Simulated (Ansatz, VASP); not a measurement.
## Two plane-wave programs on Zr4F

```xyz
5
Lattice="-2.9205 2.9205 2.9205 2.9205 -2.9205 2.9205 2.9205 2.9205 -2.9205" Properties=species:S:1:pos:R:3 pbc="T T T"
Zr    1.0210    1.0210    1.0210
Zr   -1.8995    1.8995    1.8995
Zr    1.8995    1.8995   -1.8995
Zr    1.8995   -1.8995    1.8995
F     0.0000    0.0000    0.0000
```

Change from the starting cell: species swapped into the GeF4 type (I-43m, No. 217).

Alike in both runs: task relaxation of cell and atoms; functional PBE; k mesh 4 × 4 × 4; occupations gaussian, width 0.1 eV; no spin polarisation.

|  | VASP | Ansatz |
| --- | --- | --- |
| version | VASP 6.6.1 | Ansatz 0.2.0 |
| potentials or method | VASP PAW PBE potentials, release 64 (Zr_sv, F) | scalar-relativistic, plane waves, PAW |
| plane-wave cutoff (eV) | 600 | 420 |
| valence electrons in the cell | 55 | 55 |

```csv
,VASP,Ansatz,Ansatz less VASP
"gap on the k mesh at the Fermi level, each at its own relaxed structure (eV)",none,none,-
relaxed volume (Å³/atom),21.80,21.71,-0.098
relaxed cell length with the largest relative difference (Å),5.212,5.205,-0.0078
energy change over the relaxation (meV/atom),-1343,-1305,+38.2
```

A gap of «none» marks a metal or a gap that the smearing closes.

Caveats: the k mesh is coarse (spacing up to 0.38 Å⁻¹), so the values aren't converged; an odd number of electrons without spin polarisation forces a metal; a magnetic or distorted state may lie lower.
